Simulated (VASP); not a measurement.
# GaSn (P6_3/mmc) in VASP: reference runs

Reference runs on GaSn: the cell as given.

Program: VASP 6.6.1. These are calculated values, not measurements. Logs are shortened: lines on timing, memory, paths and dates and some standing lists are left out, and cuts for length are marked.

## Step 1: The structure

It takes space group P6_3/mmc (No. 194, hexagonal). The conventional cell has a = 4.056 Å, b = 4.056 Å, c = 6.186 Å, α = 90.00°, β = 90.00°, γ = 120.00°. Ga (site symmetry -6m2) is surrounded by 6 Sn at 2.81 Å. Around Sn (site symmetry -3m) lie 6 Ga at 2.81 Å and 2 Sn at 3.09 Å.

The cell was built by a generator and needn't be a form met in nature.

## Step 2: Single point, PBE

INCAR reads:

```
SYSTEM = GaSn
PREC = Accurate
ENCUT = 520
EDIFF = 1E-7
ISMEAR = -1
SIGMA = 0.05
LREAL = .FALSE.
LASPH = .TRUE.
NELM = 100
ALGO = Normal
ISIF = 2
LWAVE = .FALSE.
LCHARG = .FALSE.
GGA = PE
NBANDS = 35
```

KPOINTS reads:

```
regular mesh
0
G
  8 8 5
  0 0 0
```

POSCAR reads:

```
GaSn
1.0
    4.0555373700      0.0000000000      0.0000000000
   -2.0277686800      3.5121983900      0.0000000000
    0.0000000000      0.0000000000      6.1861190200
Ga Sn
2 2
Direct
    0.6666666700      0.3333333300      0.7500000000
    0.3333333300      0.6666666700      0.2500000000
    0.0000000000      0.0000000000      0.0000000000
    0.0000000000      0.0000000000      0.5000000000
```

Potentials or basis: VASP PAW PBE potentials, release 64 (Ga_d, Sn_d).

The run is started by

```console
> cat potpaw_PBE.64/Ga_d/POTCAR potpaw_PBE.64/Sn_d/POTCAR > POTCAR
> mpirun -np 1 vasp_std > vasp.out
```

OUTCAR:

```text
SYSTEM = GaSn
   PREC = Accurate
   ENCUT = 520
   EDIFF = 1E-7
   ISMEAR = -1
   LREAL = .FALSE.
   LASPH = .TRUE.
   NELM = 100
   ISIF = 2
   GGA = PE

 ion  position               nearest neighbor table
   1  0.667  0.333  0.750-   3 2.81   4 2.81   3 2.81   4 2.81   3 2.81   4 2.81
   2  0.333  0.667  0.250-   3 2.81   4 2.81   3 2.81   4 2.81   3 2.81   4 2.81
   3  0.000  0.000  0.000-   1 2.81   2 2.81   2 2.81   1 2.81   1 2.81   2 2.81   4 3.09   4 3.09

   4  0.000  0.000  0.500-   1 2.81   2 2.81   2 2.81   1 2.81   1 2.81   2 2.81   3 3.09   3 3.09

  LATTYP: Found a hexagonal cell.
 ALAT       =     4.0555373700
 C/A-ratio  =     1.5253512557

  Lattice vectors:

 A1 = (   4.0555373700,   0.0000000000,   0.0000000000)
 A2 = (  -2.0277686800,   3.5121983900,   0.0000000000)
 A3 = (   0.0000000000,   0.0000000000,   6.1861190200)

Analysis of symmetry for initial positions (statically):
=====================================================================
 Subroutine PRICEL returns:
 Original cell was already a primitive cell.

 Routine SETGRP: Setting up the symmetry group for a
 hexagonal supercell.

 Subroutine GETGRP returns: Found 24 space group operations
 (whereof 12 operations were pure point group operations)
 out of a pool of 24 trial point group operations.

The static configuration has the point symmetry D_3d.
 The point group associated with its full space group is D_6h.

Analysis of symmetry for dynamics (positions and initial velocities):
=====================================================================
 Subroutine PRICEL returns:
 Original cell was already a primitive cell.

 Routine SETGRP: Setting up the symmetry group for a
 hexagonal supercell.

 Subroutine GETGRP returns: Found 24 space group operations
 (whereof 12 operations were pure point group operations)
 out of a pool of 24 trial point group operations.

The dynamic configuration has the point symmetry D_3d.
 The point group associated with its full space group is D_6h.

 Subroutine INISYM returns: Found 24 space group operations
 (whereof 12 operations are pure point group operations),
 and found     1 'primitive' translations

----------------------------------------------------------------------------------------

                                     Primitive cell

  volume of cell :      88.1142

  direct lattice vectors                    reciprocal lattice vectors
     4.055537370  0.000000000  0.000000000     0.246576448  0.142360978  0.000000000
    -2.027768680  3.512198390  0.000000000     0.000000000  0.284721957  0.000000000
     0.000000000  0.000000000  6.186119020     0.000000000  0.000000000  0.161652241

  length of vectors
     4.055537370  4.055537369  6.186119020     0.284721957  0.284721957  0.161652241

  position of ions in fractional coordinates (direct lattice)
     0.666666670  0.333333330  0.750000000
     0.333333330  0.666666670  0.250000000
     0.000000000  0.000000000  0.000000000
     0.000000000  0.000000000  0.500000000

  ion indices of the primitive-cell ions
   primitive index   ion index
                 1           1
                 2           2
                 3           3
                 4           4

----------------------------------------------------------------------------------------

 KPOINTS: regular mesh

Automatic generation of k-mesh.
 Grid dimensions read from file:
 generate k-points for:    8    8    5

 Generating k-lattice:

  Cartesian coordinates                     Fractional coordinates (reciprocal lattice)
     0.030822056  0.017795122  0.000000000     0.125000000  0.000000000  0.000000000
     0.000000000  0.035590245  0.000000000     0.000000000  0.125000000  0.000000000
     0.000000000  0.000000000  0.032330448     0.000000000  0.000000000  0.200000000

  Length of vectors
     0.035590245  0.035590245  0.032330448

  Shift w.r.t. Gamma in fractional coordinates (k-lattice)
     0.000000000  0.000000000  0.000000000

 Subroutine IBZKPT returns following result:
 ===========================================

 Found     30 irreducible k-points:

 Following reciprocal coordinates:
            Coordinates               Weight
  0.000000  0.000000  0.000000      1.000000
  0.125000  0.000000  0.000000      6.000000
  0.250000  0.000000  0.000000      6.000000
  0.375000 -0.000000  0.000000      6.000000
  0.500000  0.000000  0.000000      3.000000
  0.125000  0.125000  0.000000      6.000000
[... 16 lines left out ...]
  0.250000  0.000000  0.400000     12.000000
  0.375000 -0.000000  0.400000     12.000000
 [... further k-points ...]
   k-points           NKPTS =     30   k-points in BZ     NKDIM =     30   number of bands    NBANDS=     35
   number of dos      NEDOS =    301   number of ions     NIONS =      4
   total plane-waves  NPLWV =  43200
   dimension x,y,z NGX =    30 NGY =   30 NGZ =   48
   dimension x,y,z NGXF=    60 NGYF=   60 NGZF=   96
   ions per type =               2   2
   NGX,Y,Z   is equivalent  to a cutoff of  12.30, 12.30, 12.90 a.u.
   NGXF,Y,Z  is equivalent  to a cutoff of  24.60, 24.60, 25.80 a.u.
 SYSTEM =  GaSn
   PREC   = accura    normal or accurate (medium, high low for compatibility)
   ISTART =      0    job   : 0-new  1-cont  2-samecut
   ICHARG =      2    charge: 1-file 2-atom 10-const
   ISPIN  =      1    spin polarized calculation?
   LNONCOLLINEAR =      F non collinear calculations
   LSORBIT =      F    spin-orbit coupling
   LASPH  =      T    aspherical Exc in radial PAW
   ENCUT  =  520.0 eV  38.22 Ry    6.18 a.u.   7.54  7.54 11.50*2*pi/ulx,y,z
   NELM   =    100;   NELMIN=  2; NELMDL= -5     # of ELM steps
   EDIFF  = 0.1E-06   stopping-criterion for ELM
   LREAL  =      F    real-space projection
   EDIFFG = 0.1E-05   stopping-criterion for IOM
   NSW    =      0    number of steps for IOM
   IBRION =     -1    ionic relax: 0-MD 1-quasi-New 2-CG
   NFREE  =      0    steps in history (QN), initial steepest desc. (CG)
   ISIF   =      2    stress and relaxation
   ISYM   =      2    0-nonsym 1-usesym 2-fastsym
   POTIM  = 0.5000    time-step for ionic-motion
   TEBEG  =    0.0;   TEEND  =   0.0 temperature during run
   PSTRESS=    0.0 pullay stress
   NELECT =      54.0000    total number of electrons
   NUPDOWN=      -1.0000    fix difference up-down
   EMIN   =  10.00;   EMAX   =-10.00  energy-range for DOS
   EFERMI =   0.00;   METHOD = LEGACY
   ISMEAR =    -1;   SIGMA  =   0.05  broadening in eV -4-tet -1-fermi 0-gaus
   EFERMI_NEDOS =   21; number of points for ismear=-14 and -15
   IALGO  =     38    algorithm
   IMIX   =      4    mixing-type and parameters
     AMIX     =   0.40;   BMIX     =  1.00
     AMIX_MAG =   1.60;   BMIX_MAG =  1.00
  volume/ion in A,a.u.               =      22.03       148.66
  Fermi-wavevector in a.u.,A,eV,Ry     =   1.390564  2.627784 26.309137  1.933667
  Thomas-Fermi vector in A             =   2.514487
   LORBIT       =      0    0 simple, 1 ext, 2 COOP (PROOUT), +10 PAW based schemes
   GGA     = PE    functional components
   LHFCALC =     F    Hartree Fock is set to
   AEXX    =    0.0000 exact exchange contribution
   IVDW    =     0    specifies the selected vdW correction
   LEPSILON=     F    determine dielectric tensor
   LRPA    =     F    only Hartree local field effects (RPA)
 non-spin polarized calculation
  energy-cutoff  :      520.00
  volume of cell :       88.11
 maximum number of plane-waves:      2393
   NGX = 15   NGY = 15   NGZ = 23

 number of electron      53.9999968 magnetization

 Free energy of the ion-electron system (eV)
  ---------------------------------------------------
  ext. energy  EPLUGINS =         0.00000000
  ---------------------------------------------------
  free energy    TOTEN  =       -12.78942695 eV

  energy without entropy =      -12.77487189  energy(sigma->0) =      -12.78214942

 E-fermi :   7.4708     XC(G=0): -10.7000

 val. band max:        7.4543771535   @ k =   0.1250   0.0000   0.4000
 cond. band min:       7.4952089461   @ k =   0.3750  -0.0000   0.4000
 fundamental gap:      0.0408317926
 Fermi energy:         7.4707628080

 k-point     1 :       0.0000    0.0000    0.0000
  band No.  band energies     occupation
      1     -14.2342      2.00000
      2     -14.1213      2.00000
      3     -14.1213      2.00000
      4     -14.0289      2.00000
      5     -14.0289      2.00000
      6     -14.0199      2.00000
[... 27 lines left out ...]
     34      12.9292      0.00000
     35      13.4797      0.00000

 k-point     2 :       0.1250    0.0000    0.0000
  band No.  band energies     occupation
      1     -14.2323      2.00000
      2     -14.1244      2.00000
      3     -14.1214      2.00000
      4     -14.0286      2.00000
      5     -14.0258      2.00000
      6     -14.0207      2.00000
[... 27 lines left out ...]
     34      12.9540      0.00000
     35      13.6932      0.00000

 k-point     3 :       0.2500    0.0000    0.0000
  band No.  band energies     occupation
      1     -14.2279      2.00000
      2     -14.1319      2.00000
      3     -14.1216      2.00000
      4     -14.0278      2.00000
      5     -14.0226      2.00000
      6     -14.0190      2.00000
[... 27 lines left out ...]
     34      13.4879      0.00000
     35      13.9974      0.00000
[... 723 lines left out ...]
 k-point    23 :       0.2500    0.0000    0.4000
  band No.  band energies     occupation
      1     -14.1168      2.00000
      2     -14.0895      2.00000
      3     -14.0813      2.00000
      4     -14.0553      2.00000
      5     -14.0477      2.00000
      6     -14.0176      2.00000
[... 27 lines left out ...]
     34      13.8316      0.00000
     35      13.8865      0.00000

 k-point    24 :       0.3750   -0.0000    0.4000
  band No.  band energies     occupation
      1     -14.1128      2.00000
      2     -14.0945      2.00000
      3     -14.0813      2.00000
      4     -14.0587      2.00000
      5     -14.0464      2.00000
      6     -14.0165      2.00000
[... 27 lines left out ...]
     34      14.4796      0.00000
     35      15.1876      0.00000

 [... further k-points ...]

------------------------ aborting loop because EDIFF is reached ----------------------------------------

  FORCE on cell =-STRESS in cart. coord.  units (eV):
  Direction    XX          YY          ZZ          XY          YZ          ZX
  --------------------------------------------------------------------------------------
  -------------------------------------------------------------------------------------
  Total        4.7741923      4.7741923      6.3868416      0.0000000      0.0000000      0.0000000
  in kB       86.8090037     86.8090038    116.1317608      0.0000001      0.0000000      0.0000000
  external PRESSURE =      96.5832561 kB  Pullay stress =       0.0000000 kB

 VOLUME and BASIS-vectors are now :
 -----------------------------------------------------------------------------
  energy-cutoff  :      520.00
  volume of cell :       88.11
      direct lattice vectors                 reciprocal lattice vectors
     4.055537370  0.000000000  0.000000000     0.246576448  0.142360978  0.000000000
    -2.027768680  3.512198390  0.000000000     0.000000000  0.284721957  0.000000000
     0.000000000  0.000000000  6.186119020     0.000000000  0.000000000  0.161652241

 POSITION                                       TOTAL-FORCE (eV/Angst)
 -----------------------------------------------------------------------------------
      2.02777      1.17073      4.63959        -0.000000      0.000000      0.000000
     -0.00000      2.34147      1.54653         0.000000     -0.000000      0.000000
      0.00000      0.00000      0.00000        -0.000000      0.000000      0.000000
      0.00000      0.00000      3.09306        -0.000000      0.000000      0.000000
 -----------------------------------------------------------------------------------
    total drift:                               -0.000005      0.000003      0.000000

  FREE ENERGIE OF THE ION-ELECTRON SYSTEM (eV)
  ---------------------------------------------------
  free  energy   TOTEN  =       -12.7894269471 eV

  energy  without entropy=      -12.7748718890  energy(sigma->0) =      -12.78214942
```

It took 36 s on 1 thread of Intel Xeon 6975P-C (Granite Rapids), shared host; peak memory 0.23 GiB.

Results:

| Quantity | Value |
| --- | --- |
| Free energy | -12.7894 eV |
| Pressure | 9.7 GPa |
| Band gap on the k mesh | none (metal or under the smearing width) |

Stress tensor (GPa, compression positive):
```
 8.68  0.00  0.00
 0.00  8.68  0.00
 0.00  0.00 11.61
```
